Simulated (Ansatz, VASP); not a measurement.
# MgS in two plane-wave programs, part 2 of 2

One calculation is typed for both programs; each brings its own data sets. How far apart do they land? The structure shown comes from an earlier run, which isn't shown and may have moved the atoms alone.

VASP 6.6.1 and Ansatz 0.2.0.

So far: The structure; Ansatz: elastic constants, LDA.

## 3. VASP: elastic constants, LDA

Level of this step: LDA; plane waves and PAW (Mg, S) (VASP).

The same cell, functional (in two slightly different forms) and mesh now go to VASP, with its own data sets.

Lines of VASP's logs that name or quote its potential files are left out, and so is its time.

Input file INCAR:

```
SYSTEM = MgS
PREC = Accurate
ENCUT = 600
EDIFF = 1E-08
NELM = 120
ISMEAR = 0
SIGMA = 0.01
LREAL = .FALSE.
ALGO = Normal
GGA = CA
NBANDS = 10
LORBIT = 11
LWAVE = .FALSE.
LCHARG = .FALSE.
ISIF = 3
IBRION = 6
NFREE = 2
POTIM = 0.015
NSW = 1
LASPH = .TRUE.
GGA_COMPAT = .FALSE.
EFERMI = MIDGAP
```

Input file POSCAR:

```
MgS
1.0
   -2.7981932368      0.0000000000      2.7981932368
    0.0000000000      2.7981932368      2.7981932368
   -2.7981932368      2.7981932368      0.0000000000
Mg S
1 1
Direct
    0.0000000000      0.0000000000      0.0000000000
    0.7500000000      0.7500000000      0.7500000000
```

Input file KPOINTS:

```
Automatic mesh
0
Gamma
8 8 8
0 0 0
```

The projector-augmented-wave data sets are Mg and S (LDA family, release 64).

Command:

```sh
$ mpirun -np 1 vasp_std
```

Output:

```text
[banner, memory and clock lines left out]
running    1 mpi-ranks, on    1 nodes
 distrk:  each k-point on    1 cores,    1 groups
 distr:  one band on    1 cores,    1 groups

 POSCAR found type information on POSCAR MgS
 POSCAR found :  2 types and       2 ions
 LDA part: xc-table for (Slater(with rela. corr.)+CA(PZ))
 , standard interpolation
 POSCAR, INCAR and KPOINTS ok, starting setup
 FFT: planning ... GRIDC
 FFT: planning ... GRID_SOFT
 FFT: planning ... GRID
 WAVECAR not read
 entering main loop
       N       E                     dE             d eps       ncg     rms          rms(c)
DAV:   1     0.248553740817E+02    0.24855E+02   -0.38953E+03   596   0.728E+02
DAV:   2    -0.802694410483E+01   -0.32882E+02   -0.30521E+02   730   0.105E+02
DAV:   3    -0.993715565467E+01   -0.19102E+01   -0.19073E+01   698   0.292E+01
DAV:   4    -0.995214675964E+01   -0.14991E-01   -0.14990E-01   710   0.307E+00
DAV:   5    -0.995230100990E+01   -0.15425E-03   -0.15425E-03   722   0.289E-01    0.412E+00
DAV:   6    -0.945117521181E+01    0.50113E+00   -0.12933E+00   632   0.449E+00    0.311E+00
DAV:   7    -0.939865942700E+01    0.52516E-01   -0.23792E-01   696   0.205E+00    0.229E+00
DAV:   8    -0.939472916138E+01    0.39303E-02   -0.14662E-02   626   0.768E-01    0.122E+00
DAV:   9    -0.939375117632E+01    0.97799E-03   -0.22388E-03   650   0.254E-01    0.377E-01
DAV:  10    -0.939376700534E+01   -0.15829E-04   -0.66405E-05   660   0.463E-02    0.141E-01
DAV:  11    -0.939376731618E+01   -0.31084E-06   -0.37180E-05   644   0.287E-02    0.395E-02
DAV:  12    -0.939376735264E+01   -0.36454E-07   -0.70657E-07   670   0.516E-03    0.178E-02
DAV:  13    -0.939376734896E+01    0.36733E-08   -0.14935E-07   664   0.194E-03    0.120E-03
DAV:  14    -0.939376734893E+01    0.30354E-10   -0.39053E-09   372   0.348E-04
   1 F= -.93937673E+01 E0= -.93937673E+01  d E =0.000000E+00
[... from here on, the cycles between the ionic steps are left out ...]
   2 F= -.93898625E+01 E0= -.93898625E+01  d E =0.000000E+00
   3 F= -.93931095E+01 E0= -.93931095E+01  d E =0.000000E+00
   9 F= -.93920408E+01 E0= -.93920408E+01  d E =0.000000E+00
  10 F= -.93920408E+01 E0= -.93920408E+01  d E =0.000000E+00
  11 F= -.93920408E+01 E0= -.93920408E+01  d E =0.000000E+00
  12 F= -.93920408E+01 E0= -.93920408E+01  d E =0.000000E+00
  13 F= -.93920408E+01 E0= -.93920408E+01  d E =0.000000E+00
  14 F= -.93930931E+01 E0= -.93930931E+01  d E =0.000000E+00
  15 F= -.93930931E+01 E0= -.93930931E+01  d E =0.000000E+00
  16 F= -.93930939E+01 E0= -.93930939E+01  d E =0.000000E+00
 Finite differences progress:
  Degree of freedom:   8/  8
  Displacement:        1/  2
  Total:              15/ 16
 bond charge predicted
       N       E                     dE             d eps       ncg     rms          rms(c)
DAV:   1    -0.939093614574E+01    0.21578E-02   -0.65610E-01  1908   0.411E+00    0.264E-01
DAV:   2    -0.939333114766E+01   -0.23950E-02   -0.28728E-02  2038   0.120E+00    0.105E-01
DAV:   3    -0.939313739934E+01    0.19375E-03   -0.46472E-04  2380   0.152E-01    0.510E-02
DAV:   4    -0.939309621205E+01    0.41187E-04   -0.26841E-04  2184   0.915E-02    0.193E-02
DAV:   5    -0.939309490740E+01    0.13047E-05   -0.30983E-05  2112   0.395E-02    0.152E-02
DAV:   6    -0.939309396100E+01    0.94639E-06   -0.60827E-06  2166   0.149E-02    0.104E-02
DAV:   7    -0.939309390583E+01    0.55170E-07   -0.57390E-07  2114   0.504E-03    0.578E-03
DAV:   8    -0.939309390578E+01    0.49624E-10   -0.76464E-08  2184   0.162E-03
  17 F= -.93930939E+01 E0= -.93930939E+01  d E =0.000000E+00
 Finite differences progress:
  Degree of freedom:   8/  8
  Displacement:        2/  2
  Total:              16/ 16
```

From OUTCAR (step 3):

```text
ion  position               nearest neighbor table
   1  0.000  0.000  0.000-   2 2.42   2 2.42   2 2.42   2 2.42
   2  0.750  0.750  0.750-   1 2.42   1 2.42   1 2.42   1 2.42

  LATTYP: Found a face centered cubic cell.
 ALAT       =     5.5963864736

 Subroutine GETGRP returns: Found 24 space group operations
 (whereof 24 operations were pure point group operations)

The static configuration has the point symmetry T_d .

 Found     29 irreducible k-points:

   k-points           NKPTS =     29   k-points in BZ     NKDIM =     29   number of bands    NBANDS=     10

   dimension x,y,z NGX =    32 NGY =   32 NGZ =   32
   dimension x,y,z NGXF=    64 NGYF=   64 NGZF=   64

   ENCUT  =  600.0 eV  44.10 Ry    6.64 a.u.   7.90  7.90  7.90*2*pi/ulx,y,z

   NELECT =       8.0000    total number of electrons

 k-points in reciprocal lattice and weights: Automatic mesh
   0.00000000  0.00000000  0.00000000       0.002
   0.12500000  0.00000000  0.00000000       0.016
   0.25000000  0.00000000  0.00000000       0.016
   0.37500000  0.00000000  0.00000000       0.016
   0.50000000  0.00000000  0.00000000       0.008
   0.12500000  0.12500000  0.00000000       0.012
   0.25000000  0.12500000  0.00000000       0.047
   0.37500000  0.12500000  0.00000000       0.047
   0.50000000  0.12500000  0.00000000       0.047
[...]
-0.37500000  0.50000000  0.12500000       0.023
  -0.25000000  0.50000000  0.25000000       0.012

 average (electrostatic) potential at core
       1 -38.3857       2 -88.5217

 E-fermi :   2.8124

 k-point     1 :       0.0000    0.0000    0.0000
  band No.  band energies     occupation
      1     -10.2390      2.00000
      2       1.0983      2.00000
      3       1.1179      2.00000
      4       1.1370      2.00000
      5       4.4878      0.00000
      6       8.9710      0.00000
      7       8.9739      0.00000
      8       8.9770      0.00000
      9      11.9312      0.00000
    ...

 k-point     2 :       0.1250    0.0000    0.0000
  band No.  band energies     occupation
      1     -10.1434      2.00000
      2       0.3972      2.00000
      3       1.0420      2.00000
      4       1.0678      2.00000
      5       5.1784      0.00000
      6       8.7852      0.00000
      7       9.1509      0.00000
      8       9.1610      0.00000
      9      11.4429      0.00000
    ...

 k-point     3 :       0.2500    0.0000    0.0000
  band No.  band energies     occupation
      1      -9.8944      2.00000
      2      -0.8467      2.00000
      3       0.9154      2.00000
      4       0.9405      2.00000
      5       6.0192      0.00000
      6       8.8559      0.00000
      7       9.1653      0.00000
      8       9.1895      0.00000
      9      11.4973      0.00000
    ...

  Total       -0.1090405     -0.1065917     -0.1065917     -0.0000000      0.1005266      0.0000000
  in kB       -3.9868993     -3.8973645     -3.8973645     -0.0000000      3.6756031      0.0000000
  external PRESSURE =      -3.9272095 kB  Pullay stress =       0.0000000 kB

  energy-cutoff  :      600.00
  volume of cell :       43.82
      direct lattice vectors                 reciprocal lattice vectors
    -2.798193237  0.000000000  2.798193237    -0.178686730 -0.178686730  0.178686730
     0.000000000  2.798193237  2.798193237     0.178686730  0.178686730  0.178686730
    -2.798193237  2.798193237  0.000000000    -0.178686730  0.178686730 -0.178686730

 POSITION                                       TOTAL-FORCE (eV/Angst)
 -----------------------------------------------------------------------------------
      0.00000      0.00000      0.00000        -0.089907      0.000000      0.000000
     -4.21229      4.19729      4.19729         0.089907     -0.000000     -0.000000
 -----------------------------------------------------------------------------------
    total drift:                               -0.000043      0.000000      0.000000

  FREE ENERGIE OF THE ION-ELECTRON SYSTEM (eV)
  ---------------------------------------------------
  free  energy   TOTEN  =        -9.3930939058 eV

  energy  without entropy=       -9.3930939058  energy(sigma->0) =       -9.39309391

  SYMMETRIZED ELASTIC MODULI (kBar)
 Direction    XX          YY          ZZ          XY          YZ          ZX
 --------------------------------------------------------------------------------
 XX         744.6393    549.7470    549.7470      0.0000     -0.0000     -0.0000
 YY         549.7470    744.6393    549.7470     -0.0000      0.0000     -0.0000
 ZZ         549.7470    549.7470    744.6393     -0.0000      0.0000      0.0000
 XY           0.0000     -0.0000     -0.0000    561.2734      0.0000      0.0000
 YZ          -0.0000      0.0000      0.0000      0.0000    561.2734      0.0000
 ZX          -0.0000     -0.0000      0.0000      0.0000      0.0000    561.2734
 --------------------------------------------------------------------------------

 Eigenvectors and eigenvalues of the dynamical matrix
 ----------------------------------------------------

   1 f  =   10.292789 THz    64.671503 2PiTHz  343.330498 cm-1    42.567537 meV
             X         Y         Z           dx          dy          dz
      0.000000  0.000000  0.000000    -0.000000   -0.754250   -0.000000
     -4.197290  4.197290  4.197290     0.000000    0.656587    0.000000

   2 f  =   10.292789 THz    64.671503 2PiTHz  343.330498 cm-1    42.567537 meV
             X         Y         Z           dx          dy          dz
      0.000000  0.000000  0.000000     0.000000    0.000000    0.754250
     -4.197290  4.197290  4.197290     0.000000   -0.000000   -0.656587

   3 f  =   10.292789 THz    64.671503 2PiTHz  343.330498 cm-1    42.567537 meV
             X         Y         Z           dx          dy          dz
      0.000000  0.000000  0.000000     0.754250   -0.000000   -0.000000
     -4.197290  4.197290  4.197290    -0.656587    0.000000    0.000000

   4 f/i=    0.000569 THz     0.003573 2PiTHz    0.018970 cm-1     0.002352 meV
             X         Y         Z           dx          dy          dz
      0.000000  0.000000  0.000000    -0.032140    0.094107   -0.649013
     -4.197290  4.197290  4.197290    -0.036920    0.108104   -0.745549

   5 f/i=    0.000569 THz     0.003573 2PiTHz    0.018970 cm-1     0.002352 meV
             X         Y         Z           dx          dy          dz
      0.000000  0.000000  0.000000    -0.018983   -0.649653   -0.093259
     -4.197290  4.197290  4.197290    -0.021807   -0.746285   -0.107131

   6 f/i=    0.000569 THz     0.003573 2PiTHz    0.018970 cm-1     0.002352 meV
             X         Y         Z           dx          dy          dz
      0.000000  0.000000  0.000000     0.655525   -0.014199   -0.034521
     -4.197290  4.197290  4.197290     0.753030   -0.016311   -0.039656

 ELASTIC MODULI CONTR FROM IONIC RELAXATION (kBar)
 Direction    XX          YY          ZZ          XY          YZ          ZX
 --------------------------------------------------------------------------------
 XX           0.0000      0.0000      0.0000      0.0000      0.0000      0.0000
 YY           0.0000      0.0000      0.0000      0.0000      0.0000      0.0000
 ZZ           0.0000      0.0000      0.0000      0.0000      0.0000      0.0000
 XY           0.0000      0.0000      0.0000   -273.8768      0.0000     -0.0000
 YZ           0.0000      0.0000      0.0000      0.0000   -273.8768     -0.0000
 ZX           0.0000      0.0000      0.0000     -0.0000     -0.0000   -273.8768
 --------------------------------------------------------------------------------

 TOTAL ELASTIC MODULI (kBar)
 Direction    XX          YY          ZZ          XY          YZ          ZX
 --------------------------------------------------------------------------------
 XX         744.6393    549.7470    549.7470      0.0000     -0.0000     -0.0000
 YY         549.7470    744.6393    549.7470     -0.0000      0.0000     -0.0000
 ZZ         549.7470    549.7470    744.6393     -0.0000      0.0000      0.0000
 XY           0.0000     -0.0000     -0.0000    287.3966      0.0000     -0.0000
 YZ          -0.0000      0.0000      0.0000      0.0000    287.3966     -0.0000
 ZX          -0.0000     -0.0000      0.0000     -0.0000     -0.0000    287.3966
 --------------------------------------------------------------------------------

 total charge
# of ion       s       p       d       tot
------------------------------------------
    1        0.175   0.161   0.042   0.378
    2        1.310   2.502   0.000   3.812
--------------------------------------------------
tot          1.485   2.663   0.042   4.190

[... 3 further parts left out ...]
```

Levels, forces or a CONTCAR printed for this step are those of its last displaced cell, not of the structure at rest.

## 4. Comparison

Known differences besides the potentials themselves: the two LDA forms differ slightly; fixed occupations in Ansatz, narrow Gaussian smearing in VASP; the data sets hold 16 valence electrons in Ansatz (on norm-conserving files, of PseudoDojo where its log says so) and 8 in VASP; the cutoff is 1278.93 eV in Ansatz and 600 eV in VASP; VASP's log shows a relativistic correction to its local exchange, Ansatz's none; VASP takes each elastic constant from one size of strain, Ansatz from those that its log lists. Total energies have different zeros and are not compared.

The two programs side by side:

```
 quantity  Ansatz  VASP  difference
C11 (GPa)    74.6  74.5     +0.16 %
C22 (GPa)    74.6  74.5     +0.16 %
C33 (GPa)    74.6  74.5     +0.16 %
C12 (GPa)    54.8  55.0     -0.37 %
C13 (GPa)    54.8  55.0     -0.37 %
C23 (GPa)    54.8  55.0     -0.37 %
C44 (GPa)    28.8  28.7     +0.23 %
C55 (GPa)    28.8  28.7     +0.23 %
C66 (GPa)    28.8  28.7     +0.23 %
```

## 5. Outcome

- difference in C12 (elastic constants, LDA): -0.37 %

In words: The difference in C12 is -0.37 % (elastic constants, LDA), within the 5 % picked in this series as the mark of a large difference. The data sets hold unlike numbers of valence electrons (16 in Ansatz and 8 in VASP), so part of the differences may come from the potentials. How closely two codes agree says nothing of how well the functional describes the real material.

[Lines on the potential files, build, host, timing and source positions are cut from VASP's logs without a mark.]

[Logs are printed without paths, hosts, clocks, repeated set-up lines and the standing remarks that a program may print on its own settings, such as how far it seeks lower states.]

[Hosts, paths, dates, database ids (printed as entryN), source tags and the programs' standing remarks are cut or masked in the printed files.]
